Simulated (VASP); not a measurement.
```
CELL_PARAMETERS angstrom
      4.12294     0.00000     0.00000
      0.00000     4.12294     0.00000
      0.00000     0.00000     4.12294
ATOMIC_POSITIONS crystal
  Ba 0.00000 0.00000 0.00000
  Hf 0.50000 0.50000 0.50000
  O  0.50000 0.00000 0.50000
  O  0.00000 0.50000 0.50000
  O  0.50000 0.50000 0.00000
```

All values below come from LDA (Ceperley-Alder, Perdew-Zunger), VASP's LDA PAW potentials (set 64) (plane waves; VASP). Numerical set-up: 520 eV cut-off, 6×6×6 Γ-centred mesh, tetrahedra with Blöchl corrections, potentials Ba_sv Hf_pv O.

The cores are frozen, which limits the accuracy of field gradients.

Task: Give the principal components of the electric field gradient (V/Å²) and the asymmetry η at each nucleus.

Result: 
```json
[
 {"atom": "Ba1", "Vxx": "0.0", "Vyy": "0.0", "Vzz": "0.0", "η": "-"},
 {"atom": "Hf2", "Vxx": "0.0", "Vyy": "0.0", "Vzz": "0.0", "η": "-"},
 {"atom": "O3", "Vxx": "6.9", "Vyy": "6.9", "Vzz": "-13.8", "η": "0.00"},
 {"atom": "O4", "Vxx": "6.9", "Vyy": "6.9", "Vzz": "-13.8", "η": "0.00"},
 {"atom": "O5", "Vxx": "6.9", "Vyy": "6.9", "Vzz": "-13.8", "η": "0.00"}
]
```

The compound is BaHfO3 in the cubic perovskite structure. It was relaxed first.
